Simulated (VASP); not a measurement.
HfB (relaxed from the zinc blende structure, space group F-43m): computed properties

The numbers are results of PBEsol GGA, VASP's PBE PAW potentials (set 64) (plane waves; VASP), not measurements.

For HfB, the space group is F-43m (216) and the cell comes out as a = b = c = 5.1910 Å, α = β = γ = 90.00°. The volume per atom comes out as 17.48 Å³/atom. The band gap (over mesh and band path) is none (metal, semimetal or under 0.01 eV) and the density is 8.99 g/cm³.

```yaml
crystal:
  lattice:
    - [0.00000, 2.59548, 2.59548]
    - [2.59548, 0.00000, 2.59548]
    - [2.59548, 2.59548, 0.00000]
  atoms:
    - { symbol: Hf, position: [0.00000, 0.00000, 0.00000] }
    - { symbol: B, position: [0.25000, 0.25000, 0.25000] }
```

Unless said otherwise, spin-orbit coupling is left out, though it shifts the bands of the heavy elements here.

The structure was generated: HfB was put into the zinc blende type (F-43m), which need not be its known phase. It was relaxed first, which changed the volume by -35 %. Symmetry was kept, so distortions that lower it aren't found. The electron count is odd and the run is not spin-polarised, which forces a metal.
